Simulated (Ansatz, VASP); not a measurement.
## Ta2NO2: VASP beside Ansatz

Wanted: the spread between two codes on one cell, functional and k mesh. The structure shown is the start of the Ansatz relaxation below; VASP solves that cell, so the two are compared at the walk's first step.

Calculated with Ansatz 0.2.0; plane waves, with VASP 6.6.1 beside it; single point at PBEsol.

## Step 1: The structure

The cell holds 10 atoms: 2 N, 4 Ta and 4 O. Cell: a = 3.101 Å, b = 5.372 Å, c = 32.600 Å, α = 90.0°, β = 90.0°, γ = 90.0°. It derives from Ta2NO2. Vacuum lies along c.

## Step 2: Ansatz: relaxation, PBEsol

Ansatz runs on its PAW soft_1 files.

The two programs are compared at the cell with which this relaxation starts, whose forces are those of its first step.

input.yaml reads:

```yaml
crystal:
  lattice:
    - [3.1012477371, 0.0, 0.0]
    - [0.0, 5.3715186475, 0.0]
    - [0.0, 0.0, 32.6]
  atoms:
    - { symbol: "N", position: [0.5, 0.5145202693, 0.3072943062] }
    - { symbol: "N", position: [0.0, -0.0145202693, 0.3062026264] }
    - { symbol: Ta, position: [0.0, 0.3258762719, 0.3415383262] }
    - { symbol: Ta, position: [0.5, 0.8407903948, 0.3445586381] }
    - { symbol: Ta, position: [0.5, 0.1741237281, 0.2719586064] }
    - { symbol: Ta, position: [1.0, 0.6592096052, 0.2689382945] }
    - { symbol: O, position: [0.5, 0.1648437498, 0.3769029016] }
    - { symbol: O, position: [1.0, 0.6684895835, 0.3753195059] }
    - { symbol: O, position: [0.0, 0.3351562502, 0.236594031] }
    - { symbol: O, position: [0.5, 0.8315104165, 0.2381774266] }
  periodic: [true, true, false]
kpoints:
  mp_grid: { grid: [12, 8, 1] }
hamiltonian:
  xc: pbesol
  pseudopotentials: { kind: paw, azcp: { folder: soft_1 }, xc_functional: pbe }
scf:
  occupations: { method: methfessel_paxton, width: 0.2 }
output:
  forces: true
  stress: true
  eigenvalues: true
  write_density: true
  write_potential: true
  elf: true
  volumetric_format: npy
relax:
  adjacent_minimum: "off"
  f_tol: 0.002
  max_steps: 120
  cell: { stress_2d_tol: 0.005 }
```

Launch:

```console
$ ansatz run input.yaml --threads 4 --pin off --max-ram 16384MiB --backend cpu --events-out ev --progress --plain --runs-dir out
```

Numbers of over 12 decimals in the logs are rounded to 6 here.

The log of the run:

```text
Engine: ansatz 0.2.0, aarch64-unknown-linux-gnu
Pseudopotentials: kind: paw
Pseudopotential: N, paw, valence charge 5, recommended cutoff 420 eV (normal), soft_1/N.paw.azcp
Pseudopotential: Ta, paw, valence charge 13, recommended cutoff 420 eV (normal), soft_1/Ta.paw.azcp
Pseudopotential: O, paw, valence charge 6, recommended cutoff 420 eV (normal), soft_1/O.paw.azcp
Functional definition: PBEsol
  exchange = pbesol_x
  correlation = pbesol_c
Crystal: 10 atoms, lattice volume = 543.064 Å³
Basis set: ecut = 420 eV, 10623 PW (Γ), exchange–correlation on 48×72×450 points (8 copies of the dense FFT grid, shifted against one another)
Bands: 53, of which v1, the nominal top of the filled ones, is band 43 counted from 1 (42 counted from 0)
Symmetry: 4 space group operations
Space group: P21/m (ITA 11), of the structure as read, at distance tolerance 8.2e-5 Å
k-points: 35 of 96
Non-local potential: N, projectors of the file, l = 0: 2, l = 1: 2, l = 2: 1
Non-local potential: Ta, projectors of the file, l = 0: 3, l = 1: 2, l = 2: 2, l = 3: 1
Non-local potential: O, projectors of the file, l = 0: 2, l = 1: 2, l = 2: 1
PAW form: soft (Blöchl's): semilocal exchange-correlation on the pseudo side does not see the compensation charge
PAW frozen core: N, regenerated for the run's functional, and the local potential with it (the file was generated under x = pbe(κ = 0.804, μ = 0.219515), c = pbe(β = 0.066725))
PAW frozen core: Ta, regenerated for the run's functional, and the local potential with it (the file was generated under x = pbe(κ = 0.804, μ = 0.219515), c = pbe(β = 0.066725))
PAW frozen core: O, regenerated for the run's functional, and the local potential with it (the file was generated under x = pbe(κ = 0.804, μ = 0.219515), c = pbe(β = 0.066725))
PAW one-centre angular grid: N, 110 points (default); XC on 64 Gauss nodes
PAW one-centre angular grid: Ta, 590 points (default); XC on 64 Gauss nodes
PAW one-centre angular grid: O, 110 points (default); XC on 64 Gauss nodes
Initial density: superposition of atomic densities (neutral atoms: chi_scale 0, normalization atom)
Initial wavefunctions: pseudopotential atomic-orbital guess
Functional: x = pbesol(κ = 0.804, μ = 0.123457), c = pbesol(β = 0.046)
SCF iter   1: F=—  HF=-42248.045830 eV  |F-HF|=—  |Δ(HF+E_count)|=         —  Δρ=7.28e-2  dr2=3.29e1  ethr=3.10e-3  ⟨swp⟩=11.0  Hψ=12118  notcnv=0
preconditioner: auto → LDOS  [metal: Δε(μ)=0.038 eV  Ē_g=12.321 eV  σ=0.200 eV  W_gap=0.16  n_scr=54 (ndim 8)  ℏωp=11.7 eV  f_vac=0.762  D(μ)=2.34/eV (n_scr^D=8)  β→1.0]
SCF iter   2: F=—  HF=-42246.381577 eV  |F-HF|=—  |Δ(HF+E_count)|=    1.66e0  S|Δr|=    0.00e0  Δρ=8.45e-2  dr2=3.15e1  ethr=3.10e-3  ⟨swp⟩=6.5  Hψ=6949  notcnv=0  defer=101
SCF iter   3: F=—  HF=-42239.220190 eV  |F-HF|=—  |Δ(HF+E_count)|=    7.16e0  S|Δr|=    0.00e0  Δρ=7.62e-3  dr2=3.49e-1  ethr=3.10e-3  ⟨swp⟩=6.4  Hψ=6810  notcnv=0  defer=66
SCF iter   4: F=—  HF=-42239.151748 eV  |F-HF|=—  |Δ(HF+E_count)|=   6.84e-2  S|Δr|=    0.00e0  Δρ=2.07e-3  dr2=2.72e-2  ethr=4.05e-4  ⟨swp⟩=3.4  Hψ=4160  notcnv=0  defer=81
SCF iter   5: F=—  HF=-42239.148866 eV  |F-HF|=—  |Δ(HF+E_count)|=   2.88e-3  S|Δr|=    0.00e0  Δρ=6.07e-4  dr2=1.90e-3  ethr=3.16e-5  ⟨swp⟩=3.2  Hψ=3954  notcnv=0  defer=81
SCF iter   6: F=—  HF=-42239.148954 eV  |F-HF|=—  |Δ(HF+E_count)|=   8.81e-5  S|Δr|=    0.00e0  Δρ=1.41e-4  dr2=1.35e-4  ethr=2.20e-6  ⟨swp⟩=3.3  Hψ=4335  notcnv=0  defer=81
SCF iter   7: F=—  HF=-42239.148955 eV  |F-HF|=—  |Δ(HF+E_count)|=   1.44e-6  S|Δr|=    0.00e0  Δρ=4.94e-5  dr2=1.67e-5  ethr=1.57e-7  ⟨swp⟩=3.3  Hψ=4121  notcnv=0  defer=81
SCF iter   8: F=—  HF=-42239.148941 eV  |F-HF|=—  |Δ(HF+E_count)|=   1.38e-5  S|Δr|=    0.00e0  Δρ=9.53e-6  dr2=4.97e-7  ethr=1.94e-8  ⟨swp⟩=3.1  Hψ=3965  notcnv=0  defer=80
iter 9 did not close the SCF: its close was put off until two iterations running show no level that it waits for move by more than its bar (scf_convergence_deferred on its scf_iter line)
SCF iter   9: F=-42239.148942 eV  HF=-42239.148942 eV  |F-HF|=2.18e-7  |Δ(HF+E_count)|=   6.91e-7  S|Δr|=    0.00e0  Δρ=2.79e-6  dr2=2.76e-8  ethr=1.16e-10  ⟨swp⟩=37.5  Hψ=28816  notcnv=0
iter 10 did not close the SCF: its close was put off until two iterations running show no level that it waits for move by more than its bar (scf_convergence_deferred on its scf_iter line)
SCF iter  10: F=-42239.148942 eV  HF=-42239.148942 eV  |F-HF|=2.56e-8  |Δ(HF+E_count)|=   2.02e-7  S|Δr|=    0.00e0  Δρ=7.29e-7  dr2=2.37e-9  ethr=3.21e-11  ⟨swp⟩=14.3  Hψ=19693  notcnv=0
SCF iter  11: F=-42239.148942 eV  HF=-42239.148942 eV  |F-HF|=2.44e-9  |Δ(HF+E_count)|=   2.44e-8  S|Δr|=    0.00e0  Δρ=1.78e-7  dr2=1.33e-10  ethr=2.75e-12  ⟨swp⟩=12.9  Hψ=18320  notcnv=0
SCF 1 converged in 11 iterations: F = -42239.148942 eV  dr2 = 1.33e-10
[...]
SCF iter   6: F=—  HF=-42239.247847 eV  |F-HF|=—  |Δ(HF+E_count)|=   1.11e-7  S|Δr|=    0.00e0  Δρ=2.31e-8  dr2=1.31e-12  ethr=7.45e-14 (applied; sched 1.00e-12)  ⟨swp⟩=4.3  Hψ=4659  notcnv=0
SCF iter   7: F=-42239.247847 eV  HF=-42239.247847 eV  |F-HF|=6.55e-10  |Δ(HF+E_count)|=   3.88e-8  S|Δr|=    0.00e0  Δρ=6.73e-9  dr2=2.17e-13  ethr=1.00e-12  ⟨swp⟩=19.7  Hψ=13482  notcnv=0
SCF 16 converged in 7 iterations: F = -42239.247847 eV  dr2 = 2.17e-13
relax step  16: F+E_penalty+E_count = -42239.24784733 eV  Δ(F+E_penalty+E_count) = -5.365e-5 eV  max|allowed force component| = 9.161e-4 eV/Å  Δτ_max = 0.0000 Å  P = -0.000 N/m  Ω = 544.364 Å³  fix = [c, alpha, beta]  reactions: c +0.000 N/m; alpha +0.000 N/m/rad  stress off target by 1.25e-3 N/m on what of the cell is left free  SCF on the basis re-selected at this cell (its energy is not comparable with the rows above)  (7 SCF iters)
basis re-selected at this cell: Δ(F+E_penalty+E_count) = -5.365e-5 eV, ΔP = +0.000 N/m vs the last step (what re-selecting the basis moved, of the pressure what is left beyond the Pulay correction that the steps carried, after the strain that the cell walked since its last selection, with what the two solves' SCF thresholds leave and, on support functions, any second-order correction that the steps lacked; it is no m [...]
WARN: The output density's exchange-correlation potential varies sharply where the density is thin. Do not read a vacuum level from v_tot or v_xc, or from such a field of the output density. On a cell that repeats whose density bears no net charge and no dipole along the vacuum's axis use v_es (v_loc + v_h of the components); under efield.dipole_correction with no amplitude use v_es + v_field, which holds any externa [...]
SCF converged after 7 iterations
Stability not checked: this state was not tested for a lower state beside it, because cold or Methfessel-Paxton smearing, or corrected tetrahedra, fill the levels in a way that the test cannot read (fill_not_monotonic; see scf.lower_state_search)
Free energy (F): -42239.247847 eV
Harris-Foulkes:  -42239.247847 eV  (|F-HF|=6.55e-10)
Internal energy: -42239.250932 eV  (E = F + TS)
E sigma→0 (E₀):  -42239.248618 eV
Entropy (-TS):   0.003084 eV (0.308 meV/atom)
Fermi energy:    -4.914538 eV
--- Per-component energies (eV) ---
  E_band       = -2299.774713
  E_kinetic    = 2507.382742
  E_local      = -256828.790061  (includes V_loc(G=0)·N_el)
  E_nonlocal   = 248.119828
  E_hartree    = 126927.919983
  E_xc         = -1678.013137
  E_vxc        = -1449.532502  (∫ρ·V_xc dr)
  E_paw        = -33599.558819  (= ΣΔE_a)
  E_vpaw       = -632.799786  (= ΣTr[D̂ρ^β])
  E_aug_tail   = 0.005098  (compensation charges beyond the density's cutoff)
  E_ewald      = 120182.631234
  E_core_change = 1.052201  (= ΣΔE_core)
  E_smearing   = 0.003084  (= −TS)
  E_closure    = -0.000000  (closes the sum)
  Σ components = -42239.247847   (vs F -42239.247847, Δ=0.00e0)
--- Forces (eV/Å), atoms counted from 1 ---
  atom   1  N      0.00000000    -0.00057268     0.00037306
  atom   2  N      0.00000000     0.00057268    -0.00037306
  atom   3  Ta     0.00000000    -0.00042549    -0.00070968
  atom   4  Ta     0.00000000     0.00058208    -0.00022445
  atom   5  Ta     0.00000000     0.00042549     0.00070968
  atom   6  Ta     0.00000000    -0.00058208     0.00022445
  atom   7  O      0.00000000    -0.00029849     0.00091606
  atom   8  O      0.00000000    -0.00005569    -0.00014651
  atom   9  O      0.00000000     0.00029849    -0.00091606
  atom  10  O      0.00000000     0.00005569     0.00014651
  max |Σ_I F_I| component: 1.36e-20 eV/Å
--- 2D stress c σ (N/m, compression-positive) ---
       -0.001255      -0.000000       0.000000
       -0.000000       0.000320      -0.000000
        0.000000      -0.000000       0.000000
  P = ½ c Tr σ = -0.0005 N/m
--- Band table (eV; the first three rows and the last of 35) ---
  k-point 0: bands = [... 39 lower, -8.9652, -7.4416, -6.3338, -5.6085, -5.3134, -3.7884, -3.5983, -3.5352, ... 6 higher]
  k-point 1: bands = [... 39 lower, -8.9651, -7.4425, -6.3030, -5.5069, -5.2885, -3.7892, -3.5551, -3.5467, ... 6 higher]
  k-point 2: bands = [... 39 lower, -8.8849, -7.4304, -6.3319, -5.2527, -5.1777, -3.8441, -3.5835, -3.4652, ... 6 higher]
  k-point 34: bands = [... 39 lower, -9.3291, -7.1387, -7.1387, -4.1110, -4.1110, -3.0114, -3.0114, -2.6746, ... 6 higher]
--- Relaxed structure (14 steps of the walk, 13 accepted, 2 SCFs on fresh bases) ---
  F+E_penalty+E_count = -42239.24784733 eV   max|allowed force component| = 9.161e-4 eV/Å   (the final SCF, on the basis selected at the relaxed cell)
  cell:  # Å, volume = 544.3636 Å³
    - [3.055093, 0.0, 0.0]
    - [0.0, 5.465715, 0]
    - [0.0, 0, 32.6]
  atoms:
    - { symbol: N, position: [0.500000, 0.526873, 0.306863] }
    - { symbol: N, position: [0, -0.026873, 0.306634] }
    - { symbol: Ta, position: [0, 0.333482, 0.340339] }
    - { symbol: Ta, position: [0.500000, 0.867425, 0.347265] }
    - { symbol: Ta, position: [0.500000, 0.166518, 0.273158] }
    - { symbol: Ta, position: [1.000000, 0.632575, 0.266232] }
    - { symbol: O, position: [0.500000, 0.173309, 0.378318] }
    - { symbol: O, position: [1.000000, 0.672199, 0.374120] }
    - { symbol: O, position: [0, 0.326691, 0.235179] }
    - { symbol: O, position: [0.500000, 0.827801, 0.239377] }
```

Reading the cycles: dr2 is the Hartree energy of the density residual (eV), the measure of convergence; HF is the Harris–Foulkes estimate of the energy, which meets the free energy F at convergence.

[end of part 1 of 2]

[Lines on the potential files, build, host, timing and source positions are cut from VASP's logs without a mark.]

[Logs are printed without paths, hosts, clocks, repeated set-up lines and the standing remarks that a program may print on its own settings, such as how far it seeks lower states.]

[Hosts, paths, dates, database ids (printed as entryN), source tags and the programs' standing remarks are cut or masked in the printed files.]
